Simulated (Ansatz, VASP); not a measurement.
# Ag2SnO3 (Ag2SnO3 (P6_322)): VASP beside Ansatz, part 2 of 2

Aim: how closely do two programs agree when they are given the same cell, functional and k mesh? The cell is taken from a series of runs on this material, whose earlier steps may have relaxed, scaled, displaced or heated it; both programs get it as it stands.

VASP 6.6.1 and Ansatz 0.2.0.

So far: The starting structure; Ansatz: relaxation of cell and atoms, r2SCAN.

## Step 3: VASP: relaxation of cell and atoms, r2SCAN

Level of this step: r2SCAN; plane waves and PAW (Ag, Sn_d, O) (VASP).

The same cell, functional, mesh and smearing now go to VASP, with its own data sets.

Lines of VASP's logs that name or quote its potential files are left out, and so is its time.

INCAR reads:

```
SYSTEM = Ag2SnO3
PREC = Accurate
ENCUT = 660
EDIFF = 1E-07
NELM = 120
ISMEAR = -1
SIGMA = 0.05
LREAL = .FALSE.
ALGO = Normal
METAGGA = R2SCAN
LASPH = .TRUE.
NBANDS = 133
LORBIT = 11
LWAVE = .FALSE.
LCHARG = .FALSE.
ISIF = 3
IBRION = 2
NSW = 80
EDIFFG = -0.005
GGA_COMPAT = .FALSE.
NELMIN = 4
EFERMI = MIDGAP
LMIXTAU = .TRUE.
KPAR = 4
```

POSCAR reads:

```
Ag2SnO3
1.0
    5.6614020000      0.0000000000      0.0000000000
   -2.8307010000      4.9029180000      0.0000000000
    0.0000000000      0.0000000000     12.7297750000
Ag Sn O
8 4 12
Direct
    0.6786590077      0.6786589129      0.0000000000
    0.3213409923      0.3213410871      0.5000000393
    0.6666666667      0.3333333333      0.2500000196
    0.3213410742      0.0000000000      0.0000000000
    0.9999999052      0.6786589129      0.5000000393
    0.6786589258      0.0000000000      0.5000000393
    0.3333333333      0.6666666667      0.7499999804
    0.0000000948      0.3213410871      0.0000000000
    0.6666666667      0.3333333333      0.7499999804
    0.0000000000      0.0000000000      0.7499999804
    0.0000000000      0.0000000000      0.2500000196
    0.3333333333      0.6666666667      0.2500000196
    0.7201209416      0.6662187701      0.8380360218
    0.9460980052      0.6662187701      0.6619640174
    0.3337813611      0.2798792474      0.6619640174
    0.3337814508      0.0539021864      0.8380360218
    0.9460978863      0.2798792474      0.8380360218
    0.2798793663      0.9460980175      0.1619639782
    0.7201209123      0.0539021864      0.6619640174
    0.0539021137      0.7201207526      0.3380360611
    0.6662186512      0.9460980175      0.3380360611
    0.6662186389      0.7201207526      0.1619639782
    0.0539020968      0.3337814338      0.1619639782
    0.2798793370      0.3337814338      0.3380360611
```

KPOINTS reads:

```
Automatic mesh
0
Gamma
8 8 3
0 0 0
```

The projector-augmented-wave data sets are Ag, Sn_d and O (PBE family, release 64).

Run with:

```bash
> mpirun -np 4 vasp_std
```

Numbers of over 12 decimals in the logs are rounded to 6 here.

The program printed:

```text
[banner, memory and clock lines left out]
running    4 mpi-ranks, on    1 nodes
 distrk:  each k-point on    1 cores,    4 groups
 distr:  one band on    1 cores,    1 groups

 POSCAR found type information on POSCAR AgSnO
 POSCAR found :  3 types and      24 ions
|                                                                             |
|               ----> ADVICE to this user running VASP <----                  |
|                                                                             |
|     You have a (more or less) 'large supercell' and for larger cells it     |
|     might be more efficient to use real-space projection operators.         |
|     Therefore, try LREAL= Auto in the INCAR file.                           |
|     Mind: For very accurate calculation, you might also keep the            |
|     reciprocal projection scheme (i.e. LREAL=.FALSE.).                      |
|                                                                             |

|                                                                             |
|               ----> ADVICE to this user running VASP <----                  |
|                                                                             |
|     You enforced a specific xc type in the INCAR file but a different       |
|     [... a line on the potential file left out ...]
|     I HOPE YOU KNOW WHAT YOU ARE DOING!                                     |
|                                                                             |

 LDA part: xc-table for (None), standard interpolation
 POSCAR, INCAR and KPOINTS ok, starting setup
 FFT: planning ... GRIDC
 FFT: planning ... GRID_SOFT
 FFT: planning ... GRID
 WAVECAR not read
 entering main loop
       N       E                     dE             d eps       ncg     rms          rms(c)
DAV:   1     0.321285249872E+04    0.32129E+04   -0.11420E+05  6006   0.251E+03
DAV:   2     0.290126443764E+03   -0.29227E+04   -0.27545E+04  5608   0.743E+02
DAV:   3    -0.366873686872E+03   -0.65700E+03   -0.61914E+03  5535   0.272E+02
DAV:   4    -0.443141187326E+03   -0.76268E+02   -0.74157E+02  6224   0.101E+02
DAV:   5    -0.446172397990E+03   -0.30312E+01   -0.29976E+01  6000   0.201E+01    0.327E+01
DAV:   6    -0.398499934332E+03    0.47672E+02   -0.88350E+01  7440   0.598E+01    0.229E+01
DAV:   7    -0.382867647834E+03    0.15632E+02   -0.17582E+01  6360   0.172E+01    0.147E+01
DAV:   8    -0.385708556552E+03   -0.28409E+01   -0.47706E+00  6271   0.135E+01    0.694E+00
DAV:   9    -0.364561323784E+03    0.21147E+02   -0.36148E+00  6022   0.101E+01    0.339E+00
DAV:  10    -0.362869389000E+03    0.16919E+01   -0.57599E-01  5899   0.328E+00    0.226E+00
DAV:  11    -0.363771145117E+03   -0.90176E+00   -0.88651E-01  5820   0.425E+00    0.177E+00
DAV:  12    -0.363416815977E+03    0.35433E+00   -0.32598E-01  5608   0.261E+00    0.738E-01
DAV:  13    -0.364655393935E+03   -0.12386E+01   -0.26484E-01  5651   0.206E+00    0.736E-01
DAV:  14    -0.365567500024E+03   -0.91211E+00   -0.22657E-01  5589   0.167E+00    0.577E-01
[...]
DAV:  18    -0.365603405298E+03   -0.20407E-02   -0.53115E-04  5875   0.109E-01    0.137E-01
DAV:  19    -0.365604031667E+03   -0.62637E-03   -0.32552E-04  6395   0.847E-02    0.811E-02
DAV:  20    -0.365604309306E+03   -0.27764E-03   -0.17788E-04  5627   0.649E-02    0.219E-02
DAV:  21    -0.365604303883E+03    0.54228E-05   -0.70283E-06  6235   0.102E-02    0.232E-02
DAV:  22    -0.365604298509E+03    0.53746E-05   -0.28295E-06  5968   0.856E-03    0.269E-02
DAV:  23    -0.365604309779E+03   -0.11270E-04   -0.11914E-05  5523   0.154E-02    0.600E-03
DAV:  24    -0.365604312768E+03   -0.29894E-05   -0.12261E-06  5211   0.556E-03    0.509E-03
DAV:  25    -0.365604312681E+03    0.86577E-07   -0.24108E-07  4032   0.246E-03
   1 F= -.36560431E+03 E0= -.36560283E+03  d E =-.365604E+03
[...]
2 F= -.36560448E+03 E0= -.36560300E+03  d E =-.169036E-03
[...]
3 F= -.36560450E+03 E0= -.36560301E+03  d E =-.186848E-03
[...]
4 F= -.36560454E+03 E0= -.36560306E+03  d E =-.358684E-04
[...]
5 F= -.36560454E+03 E0= -.36560306E+03  d E =-.359343E-04
 curvature:  -0.62 expect dE=-0.121E-04 dE for cont linesearch -0.568E-08
 trial: gam= 0.32141 g(F)=  0.191E-04 g(S)=  0.350E-06 ort = 0.794E-06 (trialstep = 0.111E+01)
 search vector abs. value=  0.270E-04
 bond charge predicted
       N       E                     dE             d eps       ncg     rms          rms(c)
DAV:   1    -0.365604536272E+03   -0.82934E-06   -0.95527E-03  5554   0.301E-01    0.246E-02
DAV:   2    -0.365604551651E+03   -0.15378E-04   -0.26562E-04  5824   0.547E-02    0.976E-03
DAV:   3    -0.365604550709E+03    0.94124E-06   -0.69804E-06  6144   0.131E-02    0.655E-03
DAV:   4    -0.365604550501E+03    0.20818E-06   -0.24667E-06  5987   0.770E-03    0.254E-03
DAV:   5    -0.365604550147E+03    0.35447E-06   -0.10024E-06  4936   0.527E-03    0.656E-04
DAV:   6    -0.365604550393E+03   -0.24625E-06   -0.54959E-07  5339   0.353E-03    0.780E-04
DAV:   7    -0.365604550325E+03    0.67761E-07   -0.10664E-07  3488   0.166E-03
   6 F= -.36560455E+03 E0= -.36560309E+03  d E =-.148613E-04
 trial-energy change:   -0.000015  1 .order   -0.000017   -0.000022   -0.000012
 step:   2.3502(harm=  2.3502)  dis= 0.00070  next Energy=  -365.604559 (dE=-0.231E-04)
 reached required accuracy - stopping structural energy minimisation
```

OUTCAR, selected parts (step 3):

```text
ion  position               nearest neighbor table
   1  0.679  0.679  0.000-  13 2.08  22 2.08   4 3.15   8 3.15   8 3.33   8 3.33   4 3.33   4 3.33
                            10 3.67  11 3.67
   2  0.321  0.321  0.500-  24 2.08  15 2.08   6 3.15   5 3.15   5 3.33   5 3.33   6 3.33   6 3.33
                            10 3.67  11 3.67
   3  0.667  0.333  0.250-  18 2.46  21 2.46  23 2.46  24 2.46  22 2.46  20 2.46  12 3.27  11 3.27
                            11 3.27  12 3.27  12 3.27  11 3.27
   4  0.321  0.000  0.000-  18 2.08  16 2.08   8 3.15   1 3.15   8 3.33   1 3.33   8 3.33   1 3.33
                            10 3.67  11 3.67
   5  1.000  0.679  0.500-  14 2.08  20 2.08   6 3.15   2 3.15   2 3.33   2 3.33   6 3.33   6 3.33
                            10 3.67  11 3.67
   6  0.679  0.000  0.500-  21 2.08  19 2.08   2 3.15   5 3.15   5 3.33   2 3.33   5 3.33   2 3.33
                            10 3.67  11 3.67
   7  0.333  0.667  0.750-  14 2.46  15 2.46  17 2.46  19 2.46  16 2.46  13 2.46  10 3.27   9 3.27
                            10 3.27   9 3.27   9 3.27  10 3.27
   8  0.000  0.321  0.000-  23 2.08  17 2.08   4 3.15   1 3.15   1 3.33   1 3.33   4 3.33   4 3.33
                            10 3.67  11 3.67
   9  0.667  0.333  0.750-  15 2.08  19 2.08  16 2.08  17 2.08  14 2.08  13 2.08   7 3.27  10 3.27
                            10 3.27   7 3.27   7 3.27  10 3.27
  10  0.000  0.000  0.750-  19 2.08  14 2.08  13 2.08  15 2.08  17 2.08  16 2.08   7 3.27   9 3.27
                             9 3.27   7 3.27   9 3.27   7 3.27   2 3.67   5 3.67   6 3.67   8 3.67
  11  0.000  0.000  0.250-  22 2.08  20 2.08  18 2.08  21 2.08  23 2.08  24 2.08   3 3.27  12 3.27
                             3 3.27  12 3.27   3 3.27  12 3.27   8 3.67   1 3.67   2 3.67   5 3.67
  12  0.333  0.667  0.250-  23 2.08  24 2.08  22 2.08  20 2.08  18 2.08  21 2.08  11 3.27   3 3.27
                            11 3.27   3 3.27   3 3.27  11 3.27
  13  0.720  0.666  0.838-   1 2.08   9 2.08  10 2.08   7 2.46
  14  0.946  0.666  0.662-   5 2.08   9 2.08  10 2.08   7 2.46
  15  0.334  0.280  0.662-   2 2.08   9 2.08  10 2.08   7 2.46
  16  0.334  0.054  0.838-   4 2.08   9 2.08  10 2.08   7 2.46
  17  0.946  0.280  0.838-   8 2.08   9 2.08  10 2.08   7 2.46
  18  0.280  0.946  0.162-   4 2.08  12 2.08  11 2.08   3 2.46
  19  0.720  0.054  0.662-   6 2.08   9 2.08  10 2.08   7 2.46
  20  0.054  0.720  0.338-   5 2.08  12 2.08  11 2.08   3 2.46
  21  0.666  0.946  0.338-   6 2.08  12 2.08  11 2.08   3 2.46
  22  0.666  0.720  0.162-   1 2.08  12 2.08  11 2.08   3 2.46
  23  0.054  0.334  0.162-   8 2.08  12 2.08  11 2.08   3 2.46
  24  0.280  0.334  0.338-   2 2.08  12 2.08  11 2.08   3 2.46

  LATTYP: Found a hexagonal cell.
 ALAT       =     5.6614020000
 C/A-ratio  =     2.2485198896

 Subroutine GETGRP returns: Found 12 space group operations
 (whereof  6 operations were pure point group operations)

The static configuration has the point symmetry D_3 .
 The point group associated with its full space group is D_6 .

 Found     20 irreducible k-points:

   k-points           NKPTS =     20   k-points in BZ     NKDIM =     20   number of bands    NBANDS=    133

   dimension x,y,z NGX =    48 NGY =   48 NGZ =  108
   dimension x,y,z NGXF=    96 NGYF=   96 NGZF=  216

   ENCUT  =  660.0 eV  48.51 Ry    6.96 a.u.  11.86 11.86 26.67*2*pi/ulx,y,z

   NELECT =     216.0000    total number of electrons

 k-points in reciprocal lattice and weights: Automatic mesh
   0.00000000  0.00000000  0.00000000       0.005
   0.12500000 -0.00000000  0.00000000       0.031
   0.25000000 -0.00000000  0.00000000       0.031
   0.37500000 -0.00000000  0.00000000       0.031
   0.50000000 -0.00000000  0.00000000       0.016
   0.12500000  0.12500000  0.00000000       0.031
   0.25000000  0.12500000  0.00000000       0.062
   0.37500000  0.12500000  0.00000000       0.062
   0.25000000  0.25000000  0.00000000       0.031
[...]
0.25000000  0.25000000  0.33333333       0.062
   0.37500000  0.25000000  0.33333333       0.062

 average (electrostatic) potential at core
       1 -77.5049       2 -77.5049       3 -76.0429       4 -77.5049       5 -77.5049
       6 -77.5049       7 -76.0430       8 -77.5049       9-106.6152      10-106.6449
      11-106.6448      12-106.6152      13 -73.3275      14 -73.3275      15 -73.3275
      16 -73.3275      17 -73.3275      18 -73.3274      19 -73.3275      20 -73.3275
      21 -73.3275      22 -73.3274      23 -73.3274      24 -73.3275

 E-fermi :   5.4205

 k-point     1 :       0.0000    0.0000    0.0000
  band No.  band energies     occupation
    ...
    105       5.0822      1.99770
    106       5.0822      1.99770
    107       5.1743      1.98556
    108       5.1743      1.98556
    109       5.4012      1.19084
    110       7.0182      0.00000
    111       8.4634      0.00000
    112       9.8807      0.00000
    113      10.0255      0.00000
    114      10.2793      0.00000
    ...

 k-point     2 :       0.1250   -0.0000    0.0000
  band No.  band energies     occupation
    ...
    104       4.8083      1.99999
    105       5.0380      1.99905
    106       5.0579      1.99858
    107       5.1350      1.99341
    108       5.1701      1.98671
    109       5.6601      0.01646
    110       7.2767      0.00000
    111       8.4752      0.00000
    112       9.7151      0.00000
    113       9.7311      0.00000
    ...

 k-point     3 :       0.2500   -0.0000    0.0000
  band No.  band energies     occupation
    ...
    104       4.7964      1.99999
    105       4.9739      1.99974
    106       5.0022      1.99953
    107       5.0352      1.99910
    108       5.1532      1.99051
    109       6.2437      0.00000
    110       7.9132      0.00000
    111       8.4807      0.00000
    112       9.0478      0.00000
    113       9.0855      0.00000
    ...

  Total        0.0123657      0.0123657      0.0158058      0.0000000     -0.0000000      0.0000000
  in kB        0.0561023      0.0561023      0.0717097      0.0000000     -0.0000000      0.0000000
  external PRESSURE =       0.0613048 kB  Pullay stress =       0.0000000 kB

  energy-cutoff  :      660.00
  volume of cell :      353.14
      direct lattice vectors                 reciprocal lattice vectors
     5.658322280 -0.000000000  0.000000000     0.176730831  0.102035592 -0.000000000
    -2.829161140  4.900250884 -0.000000000     0.000000000  0.204071184  0.000000000
     0.000000000 -0.000000000 12.736254420    -0.000000000  0.000000000  0.078516019

 POSITION                                       TOTAL-FORCE (eV/Angst)
 -----------------------------------------------------------------------------------
      1.92041      3.32624     12.73625         0.001056      0.001828      0.000000
      0.90875      1.57401      6.36813        -0.001056     -0.001828      0.000000
      2.82916      1.63342      3.18406         0.000000      0.000000      0.000000
     -1.01165      4.90025     12.73625        -0.002111      0.000000      0.000000
      3.73791      3.32624      6.36813        -0.001056      0.001828      0.000000
      1.01165      4.90025      6.36813         0.002111      0.000000      0.000000
     -0.00000      3.26683      9.55219        -0.000000      0.000000      0.000000
     -0.90875      1.57401     12.73625         0.001056     -0.001828      0.000000
      2.82916      1.63342      9.55219        -0.000000      0.000000      0.000000
     -2.82916      4.90025      9.55219        -0.000000      0.000000      0.000000
     -2.82916      4.90025      3.18406        -0.000000      0.000000      0.000000
     -0.00000      3.26683      3.18406         0.000000      0.000000      0.000000
      2.19090      3.26465     10.67449         0.002166     -0.000029     -0.001412
      3.46742      3.26465      8.42989        -0.002166     -0.000029      0.001412
      1.09734      1.37055      8.42989         0.001108     -0.001861      0.001412
      1.73560      0.26505     10.67449        -0.001058      0.001890     -0.001412
      4.56098      1.37055     10.67449        -0.001108     -0.001861     -0.001412
     -1.09356      4.63520      2.06177        -0.001058     -0.001890      0.001412
      3.92272      0.26505      8.42989         0.001058      0.001890      0.001412
     -1.73182      3.52970      4.30636         0.001108      0.001861     -0.001412
      1.09356      4.63520      4.30636         0.001058     -0.001890     -0.001412
      1.73182      3.52970      2.06177        -0.001108      0.001861      0.001412
     -0.63826      1.63560      2.06177         0.002166      0.000029      0.001412
      0.63826      1.63560      4.30636        -0.002166      0.000029     -0.001412
 -----------------------------------------------------------------------------------
    total drift:                               -0.002473     -0.004817     -0.007614

  FREE ENERGIE OF THE ION-ELECTRON SYSTEM (eV)
  ---------------------------------------------------
  free  energy   TOTEN  =      -365.6045503252 eV

  energy  without entropy=     -365.6016316777  energy(sigma->0) =     -365.60309100

 reached required accuracy - stopping structural energy minimisation

 total charge
# of ion       s       p       d       tot
------------------------------------------
    1        0.385   0.218   9.213   9.816
    2        0.385   0.218   9.213   9.816
    3        0.213   0.165   9.422   9.800
    4        0.385   0.218   9.213   9.816
    5        0.385   0.218   9.213   9.816
    6        0.385   0.218   9.213   9.816
    7        0.213   0.165   9.422   9.800
    8        0.385   0.218   9.213   9.816
    9        0.855   1.101  10.362  12.318
   10        0.856   1.097  10.358  12.310
   11        0.856   1.097  10.358  12.310
   12        0.855   1.101  10.362  12.318
   13        1.561   3.474   0.000   5.036
   14        1.561   3.474   0.000   5.036
   15        1.561   3.474   0.000   5.036
   16        1.561   3.474   0.000   5.036
   17        1.561   3.474   0.000   5.036
   18        1.561   3.474   0.000   5.036
   19        1.561   3.474   0.000   5.036
   20        1.561   3.474   0.000   5.036
   21        1.561   3.474   0.000   5.036
   22        1.561   3.474   0.000   5.036
   23        1.561   3.474   0.000   5.036
   24        1.561   3.474   0.000   5.036
--------------------------------------------------
tot         24.893  47.724 115.562 188.179

[... 3 further parts left out ...]
```

## Step 4: Side by side

Known differences besides the potentials themselves: VASP keeps PBE cores, Ansatz makes them for the functional; the data sets hold 280 valence electrons in Ansatz (on its PAW soft_1 files) and 216 in VASP; the cutoff is 500 eV in Ansatz and 660 eV in VASP; Ansatz adds a Pulay correction to the stress that steers its cell, VASP none. Total energies have different zeros and are not compared.

Both answers:

| quantity | Ansatz | VASP | difference |
| --- | --- | --- | --- |
| volume (Å³) | 352.40 | 353.14 | -0.21 % |
| edge a after relaxation, in the typed setting (Å) | 5.652 | 5.658 | -0.11 % |
| edge c after relaxation, in the typed setting (Å) | 12.738 | 12.736 | +0.01 % |

## Step 5: Outcome

```
difference in volume (relaxation of cell and atoms, r2SCAN) : -0.21 %
```

**Reading.** The difference in volume is -0.21 % (relaxation of cell and atoms, r2SCAN), within the 1.2 % picked in this series as the mark of a large difference, as far as the stopping tolerances let one tell. The data sets hold unlike numbers of valence electrons (280 in Ansatz and 216 in VASP), so part of the differences comes from the potentials. How closely two codes agree says nothing of how well the functional describes the real material.

[Lines on the potential files, build, host, timing and source positions are cut from VASP's logs without a mark.]

[Logs are printed without paths, hosts, clocks, repeated set-up lines and the standing remarks that a program may print on its own settings, such as how far it seeks lower states.]

[Hosts, paths, dates, database ids (printed as entryN), source tags and the programs' standing remarks are cut or masked in the printed files.]
